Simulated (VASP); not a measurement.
# CsHgS (P4/mmm) in VASP: notebook, part 2 of 3

VASP 6.6.1. Earlier steps stand in the parts before.

**3. Single point, PBE (random cell by space group and Wyckoff sites (P4/mmm, No. 123))**

Contents of INCAR:

```
SYSTEM = CsHgS
PREC     = Accurate       ! precision mode
ENCUT    = 520            ! plane-wave cutoff, eV
EDIFF    = 1E-7           ! SCF threshold, eV
ISMEAR   = 0              ! smearing method
SIGMA    = 0.1            ! smearing width, eV
LREAL    = .False.        ! projectors in reciprocal space
LASPH    = .True.         ! aspherical terms in the spheres
NELM     = 100            ! most SCF steps
ALGO     = Fast           ! electronic algorithm
ISIF     = 2              ! what is computed and relaxed
LWAVE    = .False.        ! write WAVECAR
LCHARG   = .True.         ! write CHGCAR
GGA      = PE             ! functional
LELF     = .True.         ! ELF
LVHAR    = .True.       
NBANDS   = 20             ! bands
```

Contents of KPOINTS:

```
regular mesh
0
Gamma
  4 4 4
  0 0 0
```

Contents of POSCAR:

```
CsHgS
1.0
    4.2890126700      0.0000000000      0.0000000000
    0.0000000000      4.2890126700      0.0000000000
    0.0000000000      0.0000000000      5.7724542900
Cs Hg S
1 1 1
Direct
    0.0000000000      0.0000000000      0.5000000000
    0.5000000000      0.5000000000      0.5000000000
    0.5000000000      0.5000000000      0.0000000000
```

Potentials or basis: VASP PAW PBE potentials, release 64 (Cs_sv, Hg, S).

On the command line:

```sh
$ cat potpaw_PBE.64/Cs_sv/POTCAR potpaw_PBE.64/Hg/POTCAR potpaw_PBE.64/S/POTCAR > POTCAR
$ mpirun -np 1 vasp_std > vasp.out
```

OUTCAR:

```text
SYSTEM = CsHgS
   PREC = Accurate
   ENCUT = 520
   EDIFF = 1E-7
   ISMEAR = 0
   LREAL = .False.
   LASPH = .True.
   NELM = 100
   ISIF = 2
   GGA = PE

 ion  position               nearest neighbor table
   1  0.000  0.000  0.500-   2 3.03   2 3.03   2 3.03   2 3.03
   2  0.500  0.500  0.500-   3 2.89   3 2.89   1 3.03   1 3.03   1 3.03   1 3.03
   3  0.500  0.500  0.000-   2 2.89   2 2.89

  LATTYP: Found a simple tetragonal cell.
 ALAT       =     4.2890126700
 C/A-ratio  =     1.3458701883

  Lattice vectors:

 A1 = (   4.2890126700,   0.0000000000,   0.0000000000)
 A2 = (   0.0000000000,   4.2890126700,   0.0000000000)
 A3 = (   0.0000000000,   0.0000000000,   5.7724542900)

Analysis of symmetry for initial positions (statically):
=====================================================================
 Subroutine PRICEL returns:
 Original cell was already a primitive cell.

 Routine SETGRP: Setting up the symmetry group for a
 simple tetragonal supercell.

 Subroutine GETGRP returns: Found 16 space group operations
 (whereof 16 operations were pure point group operations)
 out of a pool of 16 trial point group operations.

The static configuration has the point symmetry D_4h.

Analysis of symmetry for dynamics (positions and initial velocities):
=====================================================================
 Subroutine PRICEL returns:
 Original cell was already a primitive cell.

 Routine SETGRP: Setting up the symmetry group for a
 simple tetragonal supercell.

 Subroutine GETGRP returns: Found 16 space group operations
 (whereof 16 operations were pure point group operations)
 out of a pool of 16 trial point group operations.

The dynamic configuration has the point symmetry D_4h.

 Subroutine INISYM returns: Found 16 space group operations
 (whereof 16 operations are pure point group operations),
[... 107 lines left out ...]
   EFERMI_NEDOS =   21; number of points for ismear=-14 and -15
   IALGO  =     68    algorithm
   IMIX   =      4    mixing-type and parameters
     AMIX     =   0.40;   BMIX     =  1.00
     AMIX_MAG =   1.60;   BMIX_MAG =  1.00
  volume/ion in A,a.u.               =      35.40       238.86
  Fermi-wavevector in a.u.,A,eV,Ry     =   1.037141  1.959912 14.635256  1.075661
  Thomas-Fermi vector in A             =   2.171565
   LORBIT       =      0    0 simple, 1 ext, 2 COOP (PROOUT), +10 PAW based schemes
   GGA     = PE    functional components
   LHFCALC =     F    Hartree Fock is set to
   AEXX    =    0.0000 exact exchange contribution
   IVDW    =     0    specifies the selected vdW correction
   LEPSILON=     F    determine dielectric tensor
   LRPA    =     F    only Hartree local field effects (RPA)
 non-spin polarized calculation
 RMM-DIIS sequential band-by-band and
 Gauss-broadening in eV      SIGMA  =   0.10
  energy-cutoff  :      520.00
  volume of cell :      106.19
 maximum number of plane-waves:      2904
 NGX is ok and might be reduce to    32
   NGX = 15   NGY = 15   NGZ = 21

 number of electron      27.0000006 magnetization

 Free energy of the ion-electron system (eV)
  ---------------------------------------------------
  ext. energy  EPLUGINS =         0.00000000
  ---------------------------------------------------
  free energy    TOTEN  =        -4.20488911 eV

  energy without entropy =       -4.18399263  energy(sigma->0) =       -4.19444087

 E-fermi :   1.1333     XC(G=0):  -8.2914

 val. band max:        1.1294784920   @ k =   0.0000   0.0000   0.5000
 cond. band min:       1.1998155922   @ k =   0.2500   0.0000   0.5000
 fundamental gap:      0.0703371001
 Fermi energy:         1.1333276351

 k-point     1 :       0.0000    0.0000    0.0000
  band No.  band energies     occupation
      1     -21.0355      2.00000
      2      -9.7278      2.00000
      3      -7.8803      2.00000
      4      -7.8803      2.00000
      5      -7.6319      2.00000
      6      -6.2792      2.00000
[... 403 lines left out ...]
     19       6.5740      0.00000
     20       7.5647      0.00000

------------------------ aborting loop because EDIFF is reached ----------------------------------------

  FORCE on cell =-STRESS in cart. coord.  units (eV):
  Direction    XX          YY          ZZ          XY          YZ          ZX
  --------------------------------------------------------------------------------------
  -------------------------------------------------------------------------------------
  Total        8.0107691      8.0107691     -5.0243812      0.0000000     -0.0000000      0.0000000
  in kB      120.8675274    120.8675274    -75.8085168      0.0000000     -0.0000000      0.0000000
  external PRESSURE =      55.3088460 kB  Pullay stress =       0.0000000 kB

 VOLUME and BASIS-vectors are now :
 -----------------------------------------------------------------------------
  energy-cutoff  :      520.00
  volume of cell :      106.19
      direct lattice vectors                 reciprocal lattice vectors
     4.289012670  0.000000000  0.000000000     0.233153893  0.000000000  0.000000000
     0.000000000  4.289012670  0.000000000     0.000000000  0.233153893  0.000000000
     0.000000000  0.000000000  5.772454290     0.000000000  0.000000000  0.173236539

 POSITION                                       TOTAL-FORCE (eV/Angst)
 -----------------------------------------------------------------------------------
      0.00000      0.00000      2.88623         0.000000      0.000000      0.000000
      2.14451      2.14451      2.88623         0.000000      0.000000      0.000000
      2.14451      2.14451      0.00000         0.000000      0.000000      0.000000
 -----------------------------------------------------------------------------------
    total drift:                                0.000000     -0.000000     -0.000000

  FREE ENERGIE OF THE ION-ELECTRON SYSTEM (eV)
  ---------------------------------------------------
  free  energy   TOTEN  =        -4.2048891065 eV

  energy  without entropy=       -4.1839926287  energy(sigma->0) =       -4.19444087
```

OSZICAR:

```text
N       E                     dE             d eps       ncg     rms          rms(c)
DAV:   1     0.185038238622E+03    0.18504E+03   -0.11610E+04   720   0.114E+03
DAV:   2     0.736950748976E+01   -0.17767E+03   -0.17145E+03   840   0.258E+02
DAV:   3    -0.509637692326E+01   -0.12466E+02   -0.12381E+02   872   0.693E+01
DAV:   4    -0.524790151668E+01   -0.15152E+00   -0.15143E+00   852   0.807E+00
DAV:   5    -0.524984372442E+01   -0.19422E-02   -0.19421E-02   932   0.901E-01    0.494E+00
RMM:   6    -0.423568458292E+01    0.10142E+01   -0.13948E+00   763   0.546E+00    0.417E+00
RMM:   7    -0.421636164239E+01    0.19323E-01   -0.10601E-01   834   0.191E+00    0.215E+00
RMM:   8    -0.420352010487E+01    0.12842E-01   -0.41657E-02   819   0.106E+00    0.318E-01
RMM:   9    -0.420422453322E+01   -0.70443E-03   -0.84900E-03   849   0.429E-01    0.254E-01
RMM:  10    -0.420490075729E+01   -0.67622E-03   -0.15556E-03   818   0.204E-01    0.145E-01
RMM:  11    -0.420488314649E+01    0.17611E-04   -0.50682E-04   827   0.110E-01    0.207E-02
RMM:  12    -0.420488739392E+01   -0.42474E-05   -0.13500E-04   843   0.537E-02    0.262E-02
RMM:  13    -0.420488878609E+01   -0.13922E-05   -0.19435E-05   866   0.228E-02    0.792E-03
RMM:  14    -0.420488905078E+01   -0.26470E-06   -0.43810E-06   853   0.105E-02    0.361E-03
RMM:  15    -0.420488910650E+01   -0.55719E-07   -0.57210E-07   712   0.454E-03
   1 F= -.42048891E+01 E0= -.41944409E+01  d E =-.208965E-01
```

Run time: 43 s. Hardware: 1 thread of Intel Xeon Platinum 8259CL at 2.50GHz (Skylake/Cascade Lake), shared host; peak memory 0.23 GiB.

Results:

| Item | Value |
| --- | --- |
| Free energy | -4.2049 eV |
| Pressure | 5.5 GPa |
| Band gap on the k mesh | none (metal or under the smearing width) |

Stress tensor (GPa, compression positive):
```
12.09  0.00  0.00
 0.00 12.09  0.00
 0.00  0.00 -7.58
```

Caveat: the k mesh is coarse (spacing up to 0.37 Å⁻¹), so the values aren't converged.

**4. Single point, PBE (random cell by space group and Wyckoff sites (P4/mmm, No. 123))**

Contents of INCAR:

```
SYSTEM = CsHgS
  ALGO = Fast
  EDIFF = 1E-6
  ENCUT = 520
  GGA = PE
  ISIF = 2
  ISMEAR = 0
  LASPH = .TRUE.
  LCHARG = .TRUE.
  LELF = .TRUE.
  LREAL = .FALSE.
  LVHAR = .TRUE.
  LWAVE = .FALSE.
  NBANDS = 20
  NELM = 60
  PREC = Accurate
  SIGMA = 0.1
```

Contents of KPOINTS:

```
k-points
0
G
  4 4 4
  0 0 0
```

Contents of POSCAR:

```
CsHgS
1.0
    5.3098111960      0.0000000000      0.0000000000
    0.0000000000      5.3098111960      0.0000000000
    0.0000000000      0.0000000000      5.0870674263
Cs Hg S
1 1 1
Direct
    0.0000000000      0.0000000000      0.5000000000
    0.5000000000      0.5000000000      0.5000000000
    0.5000000000      0.5000000000      0.0000000000
```

On the command line:

```sh
$ cat potpaw_PBE.64/Cs_sv/POTCAR potpaw_PBE.64/Hg/POTCAR potpaw_PBE.64/S/POTCAR > POTCAR
$ mpirun -np 1 vasp_std > vasp.out
```

It took 53 s on 1 thread of Intel Xeon Platinum 8259CL at 2.50GHz (Skylake/Cascade Lake), shared host; peak memory 0.26 GiB.

It converged, with:

```yaml
Free_energy: -6.1768 eV
Pressure: 0.1 GPa
Band_gap_on_the_k_mesh: none (metal or under the smearing width)
```

Stress tensor (GPa, compression positive):
```
0.06 0.00 0.00
0.00 0.06 0.00
0.00 0.00 0.15
```

Levels at points of the mesh, in eV from the Fermi level:
| k point | band 11 | band 12 | band 13 | band 14 | band 15 | band 16 |
| --- | --- | --- | --- | --- | --- | --- |
| (0.00, 0.00, 0.00) | -3.53 | -3.25 | -2.03 | -2.03 | 1.58 | 2.24 |
| (0.50, 0.00, 0.00) | -3.54 | -2.73 | -2.65 | -2.11 | 1.33 | 2.44 |
| (0.50, 0.50, 0.00) | -3.50 | -2.99 | -2.33 | -2.33 | 2.15 | 2.85 |
| (0.00, 0.00, 0.50) | -5.73 | -1.45 | -1.45 | 2.18 | 2.69 | 2.69 |
| (0.50, 0.00, 0.50) | -5.26 | -1.71 | -1.39 | 0.15 | 1.37 | 2.26 |
| (0.50, 0.50, 0.50) | -5.54 | -1.76 | -1.76 | 1.61 | 1.61 | 2.65 |

The run has no spin-orbit coupling, so splittings on Cs, Hg are missing.

[end of part 2 of 3]
